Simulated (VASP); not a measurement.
Computed with PBEsol GGA, VASP's PBE PAW potentials (set 64) (plane waves; VASP).

Input for VASP

**INCAR**
```
# general
SYSTEM  = MoTe2
PREC    = Accurate
ENCUT   = 520   # plane-wave cut-off (eV)
LREAL   = .FALSE.   # projection in real space or not
LASPH   = .TRUE.   # aspherical one-centre terms

# electronic loop
EDIFF   = 1E-7
NELM    = 100
ALGO    = Normal
LMAXMIX = 4

# smearing
ISMEAR  = 0   # Gaussian
SIGMA   = 0.05   # width (eV)

# functional
GGA     = PS   # PBEsol

# ions
IBRION  = 2   # conjugate gradients
NSW     = 30
ISIF    = 4
EDIFFG  = -0.01   # ionic stop

# output
LWAVE   = .FALSE.
LCHARG  = .FALSE.
```

**POSCAR**
```
MoTe2
1.0
  1.7121085928  -2.9654586665   0.0000000000
  1.7121085928   2.9654586665   0.0000000000
  0.0000000000   0.0000000000  13.7046231881
Te Mo
4 2
Cart
  1.7121085928   0.9884881991  12.0492902278
  1.7121085928  -0.9884881991   5.1969786338
  1.7121085928  -0.9884881991   1.6553329603
  1.7121085928   0.9884881991   8.5076445543
  1.7121085928   0.9884881991   3.4261557970
  1.7121085928  -0.9884881991  10.2784673911
```

### KPOINTS
```
Automatic mesh
0
Gamma
7 7 2
0 0 0
```

POTCAR, in this order: Te Mo_sv (PBE.64 set). Program: vasp_std.

Output of the run:

File OSZICAR:
```
...
DAV:   2    -0.153510572075E+02   -0.43569E+03   -0.42673E+03  1236   0.357E+02
DAV:   3    -0.398976299047E+02   -0.24547E+02   -0.24143E+02  1237   0.713E+01
DAV:   4    -0.405274445247E+02   -0.62981E+00   -0.62744E+00  1243   0.114E+01
DAV:   5    -0.405444554998E+02   -0.17011E-01   -0.17004E-01  1281   0.193E+00    0.266E+01
DAV:   6    -0.395795826618E+02    0.96487E+00   -0.61820E+00  1209   0.133E+01    0.101E+01
DAV:   7    -0.395159812278E+02    0.63601E-01   -0.55555E+00  1097   0.942E+00    0.615E+00
DAV:   8    -0.392035559889E+02    0.31243E+00   -0.14331E+00  1156   0.555E+00    0.335E+00
DAV:   9    -0.392087583281E+02   -0.52023E-02   -0.21439E-01  1309   0.201E+00    0.157E+00
DAV:  10    -0.392019899882E+02    0.67683E-02   -0.44713E-02  1191   0.112E+00    0.476E-01
DAV:  11    -0.392021687080E+02   -0.17872E-03   -0.20370E-03  1197   0.228E-01    0.379E-01
DAV:  12    -0.392021386849E+02    0.30023E-04   -0.46964E-04  1211   0.840E-02    0.213E-01
DAV:  13    -0.392020781102E+02    0.60575E-04   -0.14588E-04  1254   0.646E-02    0.127E-01
DAV:  14    -0.392020731558E+02    0.49544E-05   -0.16618E-05  1304   0.163E-02    0.745E-02
DAV:  15    -0.392020711808E+02    0.19750E-05   -0.20346E-06  1247   0.731E-03    0.479E-02
DAV:  16    -0.392020690741E+02    0.21068E-05   -0.46010E-06  1152   0.981E-03    0.223E-02
DAV:  17    -0.392020686801E+02    0.39399E-06   -0.72428E-07  1106   0.378E-03    0.533E-03
DAV:  18    -0.392020686261E+02    0.53954E-07   -0.14600E-07   651   0.190E-03
   1 F= -.39202069E+02 E0= -.39202069E+02  d E =-.392021E+02
       N       E                     dE             d eps       ncg     rms          rms(c)
DAV:   1    -0.393217433024E+02   -0.11967E+00   -0.47494E+00  1042   0.122E+01    0.199E+00
DAV:   2    -0.393004712695E+02    0.21272E-01   -0.28333E-01  1180   0.232E+00    0.112E+00
DAV:   3    -0.392960127697E+02    0.44585E-02   -0.11266E-01  1175   0.158E+00    0.111E+00
DAV:   4    -0.392894443507E+02    0.65684E-02   -0.21181E-02  1208   0.642E-01    0.488E-01
DAV:   5    -0.392887105670E+02    0.73378E-03   -0.84390E-03  1316   0.392E-01    0.181E-01
DAV:   6    -0.392886054368E+02    0.10513E-03   -0.85927E-04  1157   0.144E-01    0.228E-01
DAV:   7    -0.392885998050E+02    0.56319E-05   -0.67101E-05  1189   0.386E-02    0.116E-01
DAV:   8    -0.392885934678E+02    0.63372E-05   -0.12031E-05  1157   0.187E-02    0.465E-02
DAV:   9    -0.392885920600E+02    0.14078E-05   -0.40795E-06  1085   0.790E-03    0.261E-02
DAV:  10    -0.392885919715E+02    0.88482E-07   -0.20311E-07   839   0.215E-03
   2 F= -.39288592E+02 E0= -.39288592E+02  d E =-.865233E-01
       N       E                     dE             d eps       ncg     rms          rms(c)
DAV:   1    -0.392887267738E+02   -0.13471E-03   -0.55920E-03  1042   0.414E-01    0.741E-02
DAV:   2    -0.392887065729E+02    0.20201E-04   -0.30886E-04  1180   0.775E-02    0.377E-02
DAV:   3    -0.392887027615E+02    0.38114E-05   -0.11743E-04  1138   0.517E-02    0.346E-02
DAV:   4    -0.392886958100E+02    0.69515E-05   -0.24185E-05  1228   0.215E-02    0.160E-02
DAV:   5    -0.392886955328E+02    0.27721E-06   -0.71359E-06  1287   0.118E-02    0.601E-03
DAV:   6    -0.392886954321E+02    0.10069E-06   -0.73644E-07   970   0.436E-03    0.685E-03
DAV:   7    -0.392886954796E+02   -0.47472E-07   -0.84333E-08   615   0.162E-03
   3 F= -.39288695E+02 E0= -.39288695E+02  d E =-.866269E-01
       N       E                     dE             d eps       ncg     rms          rms(c)
DAV:   1    -0.393784266017E+02   -0.89731E-01   -0.37138E+00   992   0.122E+01    0.233E+00
DAV:   2    -0.393294727400E+02    0.48954E-01   -0.28019E-01  1153   0.253E+00    0.124E+00
DAV:   3    -0.393185311986E+02    0.10942E-01   -0.35481E-02  1196   0.976E-01    0.402E-01
DAV:   4    -0.393144969698E+02    0.40342E-02   -0.19870E-02  1166   0.655E-01    0.490E-01
DAV:   5    -0.393139126978E+02    0.58427E-03   -0.37831E-03  1264   0.252E-01    0.452E-02
DAV:   6    -0.393139095915E+02    0.31063E-05   -0.28733E-04  1231   0.784E-02    0.479E-02
DAV:   7    -0.393139097695E+02   -0.17796E-06   -0.14621E-05  1167   0.179E-02    0.136E-02
DAV:   8    -0.393139079907E+02    0.17788E-05   -0.12895E-05  1259   0.190E-02    0.587E-03
DAV:   9    -0.393139078813E+02    0.10943E-06   -0.48601E-07   997   0.376E-03    0.606E-03
DAV:  10    -0.393139077342E+02    0.14704E-06   -0.13753E-07   706   0.169E-03    0.283E-03
DAV:  11    -0.393139076991E+02    0.35145E-07   -0.29777E-08   573   0.840E-04
   4 F= -.39313908E+02 E0= -.39313908E+02  d E =-.252122E-01
       N       E                     dE             d eps       ncg     rms          rms(c)
DAV:   1    -0.394174673308E+02   -0.10356E+00   -0.53859E+00   992   0.147E+01    0.274E+00
DAV:   2    -0.393469457664E+02    0.70522E-01   -0.39928E-01  1137   0.303E+00    0.148E+00
DAV:   3    -0.393314532040E+02    0.15493E-01   -0.47729E-02  1203   0.115E+00    0.485E-01
DAV:   4    -0.393256541319E+02    0.57991E-02   -0.27628E-02  1180   0.779E-01    0.570E-01
DAV:   5    -0.393249089786E+02    0.74515E-03   -0.49810E-03  1286   0.287E-01    0.541E-02
DAV:   6    -0.393249047996E+02    0.41790E-05   -0.38167E-04  1217   0.902E-02    0.568E-02
DAV:   7    -0.393249047033E+02    0.96339E-07   -0.19868E-05  1173   0.213E-02    0.145E-02
DAV:   8    -0.393249023604E+02    0.23429E-05   -0.17176E-05  1237   0.219E-02    0.638E-03
DAV:   9    -0.393249022410E+02    0.11939E-06   -0.61452E-07  1004   0.414E-03    0.623E-03
DAV:  10    -0.393249020541E+02    0.18682E-06   -0.26465E-07   775   0.223E-03    0.271E-03
DAV:  11    -0.393249020040E+02    0.50121E-07   -0.54616E-08   580   0.109E-03
   5 F= -.39324902E+02 E0= -.39324902E+02  d E =-.362065E-01
       N       E                     dE             d eps       ncg     rms          rms(c)
DAV:   1    -0.393250164645E+02   -0.11441E-03   -0.72582E-03   992   0.542E-01    0.104E-01
DAV:   2    -0.393249217092E+02    0.94755E-04   -0.55863E-04  1160   0.113E-01    0.572E-02
DAV:   3    -0.393249000355E+02    0.21674E-04   -0.70496E-05  1203   0.434E-02    0.185E-02
DAV:   4    -0.393248918841E+02    0.81513E-05   -0.38395E-05  1173   0.289E-02    0.223E-02
DAV:   5    -0.393248905165E+02    0.13676E-05   -0.72731E-06  1255   0.112E-02    0.221E-03
DAV:   6    -0.393248904238E+02    0.92723E-07   -0.53145E-07  1039   0.338E-03
   6 F= -.39324890E+02 E0= -.39324890E+02  d E =-.361949E-01
       N       E                     dE             d eps       ncg     rms          rms(c)
DAV:   1    -0.393249401737E+02   -0.49657E-04   -0.69130E-03  1035   0.425E-01    0.739E-02
DAV:   2    -0.393249286174E+02    0.11556E-04   -0.34176E-04  1132   0.799E-02    0.361E-02
DAV:   3    -0.393249211874E+02    0.74300E-05   -0.61924E-05  1234   0.390E-02    0.308E-02
DAV:   4    -0.393249174286E+02    0.37588E-05   -0.16276E-05  1211   0.173E-02    0.152E-02
DAV:   5    -0.393249166064E+02    0.82220E-06   -0.27049E-06  1216   0.830E-03    0.497E-03
DAV:   6    -0.393249164961E+02    0.11028E-06   -0.37159E-07   907   0.339E-03    0.390E-03
DAV:   7    -0.393249164512E+02    0.44903E-07   -0.42285E-08   580   0.120E-03
   7 F= -.39324916E+02 E0= -.39324916E+02  d E =-.260274E-04
       N       E                     dE             d eps       ncg     rms          rms(c)
DAV:   1    -0.393249382776E+02   -0.21782E-04   -0.11033E-03  1035   0.170E-01    0.299E-02
DAV:   2    -0.393249371643E+02    0.11134E-05   -0.54287E-05  1146   0.319E-02    0.145E-02
DAV:   3    -0.393249366783E+02    0.48597E-06   -0.96862E-06  1241   0.155E-02    0.121E-02
DAV:   4    -0.393249361999E+02    0.47838E-06   -0.26159E-06  1211   0.691E-03    0.601E-03
DAV:   5    -0.393249364107E+02   -0.21080E-06   -0.40810E-07   931   0.327E-03    0.194E-03
DAV:   6    -0.393249364052E+02    0.55097E-08   -0.56255E-08   559   0.131E-03
   8 F= -.39324936E+02 E0= -.39324936E+02  d E =-.459814E-04
```

**OUTCAR**
```
------------------------ aborting loop because EDIFF is reached ----------------------------------------
  FORCE on cell =-STRESS in cart. coord.  units (eV):
  Direction    XX          YY          ZZ          XY          YZ          ZX
  --------------------------------------------------------------------------------------
  Total        2.3932120      2.3932111      2.4437956      0.0000000     -0.0000000     -0.0000000
  in kB       27.5531637     27.5531536     28.1355353      0.0000000     -0.0000000     -0.0000000
  external PRESSURE =      27.7472842 kB  Pullay stress =       0.0000000 kB
  volume of cell :      139.16
      direct lattice vectors                 reciprocal lattice vectors
     1.726988998 -2.991232143 -0.000000000     0.289521242 -0.167155198  0.000000000
     1.726988998  2.991232143 -0.000000000     0.289521242  0.167155198  0.000000000
    -0.000000000 -0.000000000 13.469472604     0.000000000  0.000000000  0.074241957
 POSITION                                       TOTAL-FORCE (eV/Angst)
 -----------------------------------------------------------------------------------
      1.72699      0.99708     11.91557        -0.000000      0.000000     -0.001436
      1.72699     -0.99708      5.18083        -0.000000      0.000000     -0.001436
      1.72699     -0.99708      1.55390        -0.000000      0.000000      0.001436
      1.72699      0.99708      8.28864        -0.000000      0.000000      0.001436
      1.72699      0.99708      3.36737         0.000000     -0.000000      0.000000
      1.72699     -0.99708     10.10210         0.000000      0.000000      0.000000
 -----------------------------------------------------------------------------------
    total drift:                               -0.000232      0.001582     -0.000026
  FREE ENERGIE OF THE ION-ELECTRON SYSTEM (eV)
  ---------------------------------------------------
  free  energy   TOTEN  =       -39.3249364052 eV

  energy  without entropy=      -39.3249364052  energy(sigma->0) =      -39.32493641

 reached required accuracy - stopping structural energy minimisation
```
(Selected blocks of OUTCAR.)

CONTCAR:
```
MoTe2
   1.00000000000000
     1.7269889975707828   -2.9912321430636042   -0.0000000000000000
     1.7269889975707828    2.9912321430636042   -0.0000000000000000
    -0.0000000000000000   -0.0000000000000000   13.4694726035281747
  Te              Mo
     4     2
Direct
     0.3333330000000032    0.6666669999999968    0.8846352750634922
     0.6666669999999968    0.3333330000000032    0.3846352750634922
     0.6666669999999968    0.3333330000000032    0.1153647249365078
     0.3333330000000032    0.6666669999999968    0.6153647249365078
     0.3333330000000032    0.6666669999999968    0.2500000000000000
     0.6666669999999968    0.3333330000000032    0.7500000000000000
```

Without a dispersion term in the relaxation, distances and binding between the weakly bound layers, chains or molecules are unreliable, and so is what depends on them.

The compound is MoTe2 in the 2H layered structure. This cell is one point of a volume scan, at 0.94 of the reference volume. Symmetry was kept, so distortions that lower it aren't found.
